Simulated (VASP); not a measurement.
These are PBE GGA, VASP's PBE PAW potentials (set 64) (plane waves; VASP 6.6.1) values and carry that method's errors.

VASP ran on this input.

INCAR:
```
! general
SYSTEM = MgB2
PREC   = Accurate
ENCUT  = 520   ! plane-wave cut-off (eV)
LREAL  = F   ! projection in real space or not
LASPH  = T   ! aspherical one-centre terms
NELECT = 8.1

! electronic loop
EDIFF  = 1E-6   ! SCF stop (eV)
NELM   = 100
ALGO   = Normal   ! blocked Davidson

! smearing
ISMEAR = 0   ! Gaussian
SIGMA  = 0.05   ! width (eV)

! functional
GGA    = PE

! ions
ISIF   = 2

! output
LWAVE  = F
LCHARG = F
```

### POSCAR
```
MgB2
3.1517990
  0.5000001586  -0.8660254033   0.0000000000
  0.5000001586   0.8660254033   0.0000000000
  0.0000000000   0.0000000000   1.1391589375
Mg B
1 2
Cart
  0.0000000000   0.0000000000   0.0000000000
  0.5000001586   0.2886757118   0.5695794687
  0.5000001586  -0.2886757118   0.5695794687
```

**KPOINTS**
```
Automatic mesh
0
Gamma
  10 10 8
```

POTCAR, in this order: Mg B (PBE.64 set). Program: vasp_std.

The cell is charged, with a uniform compensating background.

Question: What does the run give for the energy per atom (σ→0), pressure, band gap (on the k-mesh)?

Answer: 
```yaml
energy per atom (σ→0): -4.920 eV/atom
band gap (on the k-mesh): none (metal, semimetal or under 0.01 eV)
pressure: -5.96 GPa
```

File OSZICAR:
```
...
DAV:   7    -0.147665279388E+02    0.25131E+00   -0.12358E+00  1376   0.585E+00    0.719E-01
DAV:   8    -0.147662503609E+02    0.27758E-03   -0.65075E-02  1232   0.177E+00    0.327E-01
DAV:   9    -0.147617717796E+02    0.44786E-02   -0.16090E-02  1208   0.694E-01    0.483E-02
DAV:  10    -0.147617879633E+02   -0.16184E-04   -0.26611E-04  1672   0.138E-01    0.220E-02
DAV:  11    -0.147617906338E+02   -0.26705E-05   -0.74790E-06  1320   0.232E-02    0.428E-03
DAV:  12    -0.147617894165E+02    0.12172E-05   -0.64687E-06  1280   0.137E-02    0.889E-04
DAV:  13    -0.147617894087E+02    0.78126E-08   -0.13048E-07   720   0.284E-03
   1 F= -.14761789E+02 E0= -.14760926E+02  d E =-.172751E-02
```

The compound is MgB2 in the AlB2 type structure. The cell was not relaxed at this level. The run is one of a series of settings (ISMEAR = 0, NELECT = 8.1, SIGMA = 0.05 against the base run), some of them coarse on purpose.
